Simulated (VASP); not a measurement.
OSZICAR of a VASP run on CoGe (a trial cell in the CsCl structure, space group Pm-3m):

File OSZICAR:
```
       N       E                     dE             d eps       ncg     rms          rms(c)
DAV:   1     0.104921534188E+03    0.10492E+03   -0.95442E+03  4138   0.301E+03
DAV:   2    -0.293829358865E+01   -0.10786E+03   -0.10492E+03  3830   0.382E+02
DAV:   3    -0.119812064480E+02   -0.90429E+01   -0.89532E+01  4141   0.974E+01
DAV:   4    -0.121544771620E+02   -0.17327E+00   -0.17314E+00  4398   0.140E+01
DAV:   5    -0.121600686678E+02   -0.55915E-02   -0.55913E-02  4812   0.228E+00    0.135E+01
DAV:   6    -0.148650816796E+02   -0.27050E+01   -0.36721E+01  4199   0.686E+01    0.162E+01
DAV:   7    -0.115675658131E+02    0.32975E+01   -0.13040E+01  3948   0.504E+01    0.203E+00
DAV:   8    -0.115789317866E+02   -0.11366E-01   -0.33754E-01  4332   0.506E+00    0.146E+00
DAV:   9    -0.115643152131E+02    0.14617E-01   -0.58619E-02  4755   0.271E+00    0.642E-01
DAV:  10    -0.115632145127E+02    0.11007E-02   -0.13771E-03  4468   0.403E-01    0.155E-01
DAV:  11    -0.115629476856E+02    0.26683E-03   -0.10307E-03  5166   0.382E-01    0.689E-02
DAV:  12    -0.115629263939E+02    0.21292E-04   -0.74027E-05  5444   0.148E-01    0.354E-02
DAV:  13    -0.115629308009E+02   -0.44070E-05   -0.91019E-06  5621   0.389E-02    0.142E-02
DAV:  14    -0.115629282261E+02    0.25748E-05   -0.82345E-07  5292   0.170E-02    0.761E-03
DAV:  15    -0.115629272226E+02    0.10035E-05   -0.89894E-07  4963   0.185E-02    0.180E-03
DAV:  16    -0.115629270645E+02    0.15812E-06   -0.72593E-08  5034   0.326E-03    0.661E-04
DAV:  17    -0.115629269924E+02    0.72073E-07   -0.18587E-08  2100   0.130E-03    0.385E-04
DAV:  18    -0.115629270131E+02   -0.20652E-07   -0.33143E-09  1985   0.889E-04    0.168E-04
DAV:  19    -0.115629270171E+02   -0.40422E-08   -0.48623E-10  1954   0.219E-04
   1 F= -.11562927E+02 E0= -.11562599E+02  d E =-.983450E-03  mag=     0.7251
```

Task: Which electronic solver shows in the log?

Result: It is blocked Davidson (ALGO = Normal, or the opening steps of other solvers). The INCAR had ALGO = Normal.

Task: How was spin treated?

Result: Collinear spin (ISPIN = 2): the summary line carries one mag value, 0.73 μB in the cell.

Task: Can the final energy be trusted as converged?

Result: The run converged. It stopped with EDIFF = 1E-8, NELM = 100 (PBE GGA, plane waves, VASP's PBE PAW potentials (set 64)).

The structure was generated: CoGe was put into the CsCl type (Pm-3m), which need not be its known phase. The cell was not relaxed at this level. The run is one of a series of settings (EDIFF = 1E-8 against the base run), some of them coarse on purpose.
